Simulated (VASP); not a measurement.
Input:

```xyz
1
Lattice="0.0000 1.7294 1.7381 1.7294 0.0000 1.7381 1.7294 1.7294 0.0000" Properties=species:S:1:pos:R:3 pbc="T T T"
Ni     0.0000     0.0000     0.0000
```
Starting moments (μB, in the order of the record's atoms Ni): 0.8.

These are r2SCAN meta-GGA, VASP's PBE PAW potentials (set 64) (plane waves; VASP) values and carry that method's errors. Numerical set-up: 480 eV cut-off, 16×16×16 Γ-centred mesh, first-order Methfessel-Paxton smearing of 0.10 eV, potentials Ni.

Task: Give the stress tensor in GPa (positive for a compressed cell).

Result: 
```
3.41  0.00  0.00
0.00  3.41  0.00
0.00  0.00  2.71
```
The pressure is its mean diagonal, 3.18 GPa.

The compound is Ni in the fcc structure. This cell was strained or had an atom moved on purpose.
